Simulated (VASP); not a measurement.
Data:

```yaml
crystal:
  lattice:
    - [0.00000, 2.32000, 2.32000]
    - [2.32000, 0.00000, 2.32000]
    - [2.32000, 2.32000, 0.00000]
  atoms:
    - { symbol: Hf, position: [0.00000, 0.00000, 0.00000] }
    - { symbol: C, position: [0.50000, 0.50000, 0.50000] }
```
Cell charge -0.5.

These are PBE GGA, VASP's PBE PAW potentials (set 64) (plane waves; VASP) values and carry that method's errors. Numerical set-up: NELECT = 14.5, 520 eV cut-off, 12×12×12 Γ-centred mesh, Gaussian smearing of 0.050 eV, potentials Hf_pv C.

The cell is charged, with a uniform compensating background.

Task: Give the stress tensor in GPa (positive for a compressed cell).

Result: 
```
26.65   0.00   0.00
 0.00  26.65   0.00
 0.00   0.00  26.65
```
The pressure is its mean diagonal, 26.65 GPa.

The compound is HfC in the rock salt structure. The cell was not relaxed at this level. The run is one of a series of settings (ISMEAR = 0, NELECT = 14.5, SIGMA = 0.05 against the base run), some of them coarse on purpose.
